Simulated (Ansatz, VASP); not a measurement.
# MnS (Browneite): VASP beside Ansatz, part 2 of 2

One calculation is typed for both programs; each brings its own data sets and cutoff. How far apart do they land? The cell is taken from a series of VASP runs on this material, whose earlier steps may have relaxed, scaled or displaced it; both programs get it as it stands. Other levels of theory on this material are compared in a session of their own.

VASP 6.6.1 and Ansatz 0.2.0.

So far. Step 2 (VASP: band structure, PBEsol, DFT+U): The run ends at a pressure of -0.03 GPa.

**3. Ansatz: band structure, PBEsol, DFT+U**

Level of this step: Ansatz beside VASP: Kohn-Sham DFT, plane waves, PBEsol, DFT+U (Ansatz).

Ansatz runs on its default PAW (the set named soft_2) files.

The same cell, functional, mesh and smearing now go to Ansatz, which takes its cutoff from its data sets.

Contents of input.yaml:

```yaml
crystal:
  lattice:
    - [0.0, 5.6408816588, 5.512462991]
    - [2.8204408294, 2.8204408294, 5.512462991]
    - [2.8204408294, 2.8204408294, 0.0]
  atoms:
    - { symbol: Mn, position: [0.0, 0.0, 0.0], spin: 4.475 }
    - { symbol: Mn, position: [0.5, 0.0, 0.0], spin: -4.475 }
    - { symbol: S, position: [0.0, 0.25, 0.25] }
    - { symbol: S, position: [0.5, 0.25, 0.25] }
hamiltonian:
  xc: pbesol
  pseudopotentials: { kind: paw }
  hubbard: { sites: [{ species: Mn, l: d, u_eff: 4.0 }] }
magnetization:
  spin_polarized: true
kpoints:
  mp_grid: { grid: [8, 8, 8] }
  band_path:
    path:
      - [0.0, 0.0, 0.0]
      - [-0.13333, 0.0, 0.0]
      - [-0.3, 0.0, 0.0]
      - [-0.46667, 0.0, 0.0]
      - [-0.4, 0.1, 0.1]
      - [-0.23333, 0.26667, 0.26667]
      - [-0.06667, 0.43333, 0.43333]
      - [0.0, 0.43333, 0.43333]
      - [0.0, 0.26667, 0.26667]
      - [0.0, 0.1, 0.1]
      - [-0.03333, -0.03333, 0.0]
      - [-0.2, -0.2, 0.0]
      - [-0.36667, -0.36667, 0.0]
      - [-0.5, -0.5, 0.0]
      - [-0.66667, -0.5, 0.0]
      - [-0.8, -0.5, 0.0]
      - [-0.96667, -0.5, 0.0]
      - [-0.9, -0.4, 0.1]
      - [-0.73333, -0.23333, 0.26667]
      - [-0.56667, -0.06667, 0.43333]
      - [-0.5, -0.06667, 0.43333]
      - [-0.5, -0.23333, 0.26667]
      - [-0.5, -0.4, 0.1]
      - [-0.53333, -0.03333, 0.0]
      - [-0.7, -0.2, 0.0]
      - [-0.86667, -0.36667, 0.0]
      - [0.0, 0.5, 0.5]
      - [-0.16667, 0.33333, 0.5]
      - [-0.33333, 0.16667, 0.5]
      - [-0.5, 0.0, 0.5]
    npoints: 1
scf:
  occupations: { method: gaussian, width: 0.05 }
  n_extra_bands: 14
output:
  forces: true
  stress: true
  eigenvalues: true
  write_density: true
  write_potential: true
  elf: true
  volumetric_format: npy
```

Started as:

```bash
> ansatz run input.yaml --threads 2 --pin off --max-ram 4608MiB --backend cpu --events-out ev --progress --plain --runs-dir out
```

Numbers of over 12 decimals in the logs are rounded to 6 here.

Output:

```text
Mn: projections on atomic orbitals take those of the free atom [Ne] 3s2 3p6 3d5 4s2, of charge +0.00 (hamiltonian.pseudopotentials.projection_atoms); the dataset's partial waves leave at most 9.0e-7 of an orbital's norm unspanned inside its sphere
S: projections on atomic orbitals take those of the free atom [Ne] 3s2 3p4, of charge +0.00 (hamiltonian.pseudopotentials.projection_atoms); the dataset's partial waves leave at most 1.6e-7 of an orbital's norm unspanned inside its sphere
scf.n_extra_bands = 14 over 21 filled bands (N_el = 42.0): the run solves 35 bands
Engine: ansatz 0.2.0, aarch64-unknown-linux-gnu
Pseudopotentials: kind: paw
Pseudopotential: Mn, paw, valence charge 15, recommended cutoff 420 eV (normal), Mn.paw.azcp
Pseudopotential: S, paw, valence charge 6, recommended cutoff 420 eV (normal), S.paw.azcp
Functional definition: PBEsol
  exchange = pbesol_x
  correlation = pbesol_c
Crystal: 4 atoms, lattice volume = 87.702 Å³
Basis set: ecut = 420 eV, 1723 PW (Γ), exchange–correlation on 108×96×54 points (8 copies of the dense FFT grid, shifted against one another)
Bands: 35, of which v1, the nominal top of the filled ones, is band 21 counted from 1 (20 counted from 0)
Symmetry: 8 space group operations
Space group: P-4m2 (ITA 115), of the structure as read, at distance tolerance 4.4e-5 Å
Magnetic group: BNS 115.290 (UNI 950), of the structure as read, at distance tolerance 4.4e-5 Å
k-points: 75 of 512 (time reversal used)
Non-local potential: Mn, projectors of the file, l = 0: 3, l = 1: 2, l = 2: 3, l = 3: 1
Non-local potential: S, projectors of the file, l = 0: 2, l = 1: 2, l = 2: 2
PAW form: soft (Blöchl's): semilocal exchange-correlation on the pseudo side does not see the compensation charge
PAW frozen core: Mn, regenerated for the run's functional, and the local potential with it (the file was generated under x = pbe(κ = 0.804, μ = 0.219515), c = pbe(β = 0.066725))
PAW frozen core: S, regenerated for the run's functional, and the local potential with it (the file was generated under x = pbe(κ = 0.804, μ = 0.219515), c = pbe(β = 0.066725))
PAW one-centre angular grid: Mn, 590 points (default); XC on 64 Gauss nodes
PAW one-centre angular grid: S, 110 points (default); XC on 64 Gauss nodes
Initial density: superposition of atomic densities (chi_scale 0.1, normalization cell, long waves kept (reshape's long-wave potential 0.00 eV rms))
Starting moments: Σ|m| = 8.95 μB on 2 of 4 sites
Starting magnetic order: antiferromagnet; a translation exchanges its spin sublattices: spin-degenerate at every k-point
Initial wavefunctions: pseudopotential atomic-orbital guess
Functional: x = pbesol(κ = 0.804, μ = 0.123457), c = pbesol(β = 0.046)
SCF iter   1: F=—  HF=-9507.656251 eV  |F-HF|=—  |Δ(HF+E_count)|=         —  Δρ=4.17e-2 (↑4.17e-2 ↓4.17e-2)  dr2=4.55e0  dr2_m=2.63e-1  M=0.000 μB ∫|m|=9.211 μB  β_m=1.00  ethr=3.10e-3  ⟨swp⟩=5.3  Hψ=10508  notcnv=0  defer=35
preconditioner: auto → Resta (q_TF=auto, 2.413 Å⁻¹)  ε∞=4.5  [insulator: Δε(μ)=2.193 eV  Ē_g=10.828 eV  σ=0.050 eV  W_gap=1.00  n_scr=20 (ndim 8)  ℏωp=20.2 eV  f_vac=0.000  D(μ)=0.00/eV (n_scr^D=0)  ε∞_Penn≈4.5]
spin=Collinear: Resta preconditioning applied to the charge; magnetization (m = ρ↑ − ρ↓) channel mixes plain (no charge-response kernel on spin).
SCF iter   2: F=—  HF=-9507.259396 eV  |F-HF|=—  |Δ(HF+E_count)|=   3.97e-1  Δρ=1.53e-2 (↑1.53e-2 ↓1.53e-2)  dr2=7.67e-1  dr2_m=3.78e-2  M=0.000 μB ∫|m|=9.469 μB  β_m=1.00  ethr=3.10e-3  ⟨swp⟩=3.0  Hψ=5375  notcnv=0  defer=572
SCF iter   3: F=—  HF=-9507.266855 eV  |F-HF|=—  |Δ(HF+E_count)|=   7.46e-3  Δρ=7.18e-3 (↑7.18e-3 ↓7.18e-3)  dr2=2.01e-1  dr2_m=3.76e-3  M=0.000 μB ∫|m|=9.561 μB  β_m=1.00  ethr=1.83e-3  ⟨swp⟩=2.3  Hψ=3624  notcnv=0  defer=571
SCF iter   4: F=—  HF=-9507.328258 eV  |F-HF|=—  |Δ(HF+E_count)|=   6.14e-2  Δρ=2.79e-3 (↑2.79e-3 ↓2.79e-3)  dr2=1.56e-2  dr2_m=1.03e-3  M=0.000 μB ∫|m|=9.610 μB  β_m=1.00  ethr=4.78e-4  ⟨swp⟩=2.5  Hψ=3861  notcnv=0  defer=568
SCF iter   5: F=—  HF=-9507.380362 eV  |F-HF|=—  |Δ(HF+E_count)|=   5.21e-2  Δρ=1.26e-3 (↑1.26e-3 ↓1.26e-3)  dr2=3.50e-3  dr2_m=1.27e-4  M=0.000 μB ∫|m|=9.623 μB  β_m=1.00  ethr=3.71e-5  ⟨swp⟩=2.1  Hψ=3357  notcnv=0  defer=568
SCF iter   6: F=—  HF=-9507.400305 eV  |F-HF|=—  |Δ(HF+E_count)|=   1.99e-2  Δρ=5.63e-4 (↑5.63e-4 ↓5.63e-4)  dr2=4.83e-4  dr2_m=2.28e-5  M=0.000 μB ∫|m|=9.626 μB  β_m=1.00  ethr=8.34e-6  ⟨swp⟩=2.0  Hψ=2897  notcnv=0  defer=568
SCF iter   7: F=—  HF=-9507.410543 eV  |F-HF|=—  |Δ(HF+E_count)|=   1.02e-2  Δρ=1.90e-4 (↑1.90e-4 ↓1.90e-4)  dr2=8.44e-5  dr2_m=7.16e-6  M=0.000 μB ∫|m|=9.628 μB  β_m=0.30  ethr=1.15e-6  ⟨swp⟩=2.0  Hψ=4116  notcnv=0  defer=568
Mixer restart at iter 7: flushing history
spin-set hold released at iteration 7 (site moments contracting): the magnetisation degrees of freedom join the quasi-Newton model from the next iteration; the mixer history was flushed
SCF iter   8: F=—  HF=-9507.415552 eV  |F-HF|=—  |Δ(HF+E_count)|=   5.01e-3  Δρ=1.48e-4 (↑1.48e-4 ↓1.48e-4)  dr2=4.62e-5  dr2_m=1.93e-6  M=0.000 μB ∫|m|=9.628 μB  β_m=0.65  ethr=2.01e-7  ⟨swp⟩=2.0  Hψ=4033  notcnv=0  defer=568
SCF iter   9: F=—  HF=-9507.420524 eV  |F-HF|=—  |Δ(HF+E_count)|=   4.97e-3  Δρ=2.12e-4 (↑2.12e-4 ↓2.12e-4)  dr2=7.99e-5  dr2_m=8.71e-6  M=0.000 μB ∫|m|=9.630 μB  β_m=0.54  ethr=1.10e-7  ⟨swp⟩=2.0  Hψ=3647  notcnv=0  defer=568
SCF iter  10: F=—  HF=-9507.420495 eV  |F-HF|=—  |Δ(HF+E_count)|=   2.87e-5  Δρ=2.73e-5 (↑2.73e-5 ↓2.73e-5)  dr2=1.34e-6  dr2_m=3.79e-7  M=0.000 μB ∫|m|=9.629 μB  β_m=0.77  ethr=1.10e-7  ⟨swp⟩=2.0  Hψ=3611  notcnv=0  defer=568
SCF iter  11: F=—  HF=-9507.420497 eV  |F-HF|=—  |Δ(HF+E_count)|=   1.97e-6  Δρ=1.26e-5 (↑1.26e-5 ↓1.26e-5)  dr2=4.40e-7  dr2_m=4.13e-8  M=0.000 μB ∫|m|=9.630 μB  β_m=0.89  ethr=3.19e-9  ⟨swp⟩=2.0  Hψ=2866  notcnv=0  defer=568
iter 12 met the thresholds in force, and the SCF goes on: an eigenvalue changes by 0.12 meV, over its tolerance of 0.05 meV (output.eigenvalues, Limitations)
SCF iter  12: F=-9507.420498 eV  HF=-9507.420498 eV  |F-HF|=4.37e-8  |Δ(HF+E_count)|=   6.56e-7  Δρ=2.71e-6 (↑2.71e-6 ↓2.71e-6)  dr2=3.47e-8  dr2_m=1.46e-10  M=0.000 μB ∫|m|=9.630 μB  β_m=0.94  ethr=2.38e-10  ⟨swp⟩=12.0  Hψ=18982  notcnv=0
SCF iter  13: F=-9507.420498 eV  HF=-9507.420498 eV  |F-HF|=2.22e-9  |Δ(HF+E_count)|=   5.07e-8  Δρ=1.23e-6 (↑1.23e-6 ↓1.23e-6)  dr2=3.84e-9  dr2_m=1.84e-10  M=0.000 μB ∫|m|=9.630 μB  ethr=8.25e-11  ⟨swp⟩=5.1  Hψ=12012  notcnv=0
SCF 1 converged in 13 iterations: F = -9507.420498 eV  dr2 = 3.84e-9
  greatest PAW one-centre occupation: 1.003 electrons in one spin orbital (limit 2), on the Mn atom at site 1 (counted from 0), in its partial waves of l = 1
NSCF: frozen V_eff on 30 k-points
SCF converged after 13 iterations
an eigenvalue changed by more than its tolerance at an iteration that met the thresholds in force, so the SCF went on 1 time: the last check found none over its tolerance
Magnetization: 0.0000 μB (21.0000 up, 21.0000 down)
Absolute magnetization: 9.6290 μB (∫|ρ↑−ρ↓|, with the PAW one-centre terms)
Spin contamination: 4.9275 ħ² per cell (⟨S²⟩ above its minimum at these occupations)
Per-site moments (μB) at R_I (Å): [(4.267895, 0.999974), (-4.267895, 0.999974), (9.849114704314062e-18, 0.999974), (2.3126053102405324e-17, 0.999974)]
Free energy (F): -9507.420498 eV
Harris-Foulkes:  -9507.420498 eV  (|F-HF|=2.22e-9)
Internal energy: -9507.420498 eV  (E = F + TS)
E sigma→0 (E₀):  -9507.420498 eV
Fermi energy:    7.309203 eV
--- Per-component energies (eV) ---
  E_band       = -738.902055
  E_kinetic    = 808.532719
  E_local      = -5583.250804  (includes V_loc(G=0)·N_el)
  E_nonlocal   = 563.023619
  E_hartree    = 2284.175561
  E_xc         = -411.600162
  E_vxc        = -456.383944  (∫ρ·V_xc dr)
  E_hubbard    = 1.339129  (on-site DFT+U / exact-exchange correction)
  E_vhub       = -18.438250  (the Hubbard potential's part of the band-sum identity)
  E_paw        = -3720.325787  (= ΣΔE_a)
  E_vpaw       = -620.730991  (= ΣTr[D̂ρ^β])
  E_aug_tail   = -0.000016  (compensation charges beyond the density's cutoff)
  E_ewald      = -3449.777956
  E_core_change = 0.463199  (= ΣΔE_core)
  E_smearing   = -0.000000  (= −TS)
  E_closure    = -0.000000  (closes the sum)
  Σ components = -9507.420498   (vs F -9507.420498, Δ=0.00e0)
--- Forces (eV/Å), atoms counted from 1 ---
  atom   1  Mn     0.00000000    -0.00000000     0.00000000
  atom   2  Mn     0.00000000     0.00000000     0.00000000
  atom   3  S     -0.00000000     0.00000000     0.00000000
  atom   4  S     -0.00000000     0.00000000    -0.00000000
  max |Σ_I F_I| component: 6.04e-17 eV/Å
--- Stress (GPa, compression-positive) ---
        0.372672       0.000000       0.000000
        0.000000       0.372672       0.000000
        0.000000       0.000000       0.375243
  P = ⅓ Tr σ = 0.3735 GPa (3.735 kbar)
--- Band table (eV; the first three rows and the last of 150) ---
  k-point 0 ↑: bands = [... 17 lower, 4.0525, 5.6508, 5.9639, 5.9639, 8.6539, 9.4156, 9.6032, 10.0514, ... 10 higher]
  k-point 1 ↑: bands = [... 17 lower, 4.1662, 5.3072, 5.7330, 5.9261, 9.1836, 9.6501, 9.7633, 10.0462, ... 10 higher]
  k-point 2 ↑: bands = [... 17 lower, 4.4311, 4.7690, 5.5993, 5.8517, 9.6371, 9.8935, 10.0366, 10.3239, ... 10 higher]
  k-point 74 ↓: bands = [... 17 lower, 4.1889, 5.0116, 5.8781, 5.8781, 9.6518, 10.0456, 10.2961, 10.6340, ... 10 higher]
Occupation matrices written to <dir>
```

Elapsed: 50 s, on 2 threads of Arm Neoverse N1, shared host; peak memory 0.62 GiB.

In the SCF lines HF is the Harris–Foulkes energy and dr2 the Hartree energy of the density residual, in eV; the loop may stop once dr2 is under the threshold and the program's other checks hold. Hψ counts applications of the Hamiltonian.

**4. Side by side**

Known differences besides the potentials themselves: U acts on the PAW sphere in VASP and on atomic orbitals in Ansatz, so only states and trends compare; the data sets hold 42 valence electrons in Ansatz (default PAW (the set named soft_2) files) and 38 in VASP; the cutoff is 420 eV in Ansatz and 400 eV in VASP; Ansatz makes its cores anew for this functional, VASP keeps those of its PBE data sets; site moments are counted in spheres of each program's own size. Total energies have different zeros and are not compared.

Compared:

```csv
quantity,Ansatz,VASP,difference
pressure (GPa),0.37,-0.03,+0.40
moment on Mn1 (μB),4.27,4.47,-0.21
moment on Mn2 (μB),-4.27,-4.47,+0.21
```

**5. Results**

```yaml
difference_in_moment_on_mn1_band_structure_pbesol_dft_u: -0.21 μB
```

**Reading.** The difference in moment on Mn1 is -0.21 μB (band structure, PBEsol, DFT+U). 3 further runs of this series are not shown here. How closely two codes agree says nothing of how well the functional describes the real material.

[Lines on the potential files, build, host, timing and source positions are cut from VASP's logs without a mark.]

[Logs are printed without paths, hosts, clocks, repeated set-up lines and the standing remarks that a program may print on its own settings, such as how far it seeks lower states.]

[Hosts, paths, dates, database ids (printed as entryN), source tags and the programs' standing remarks are cut or masked in the printed files.]
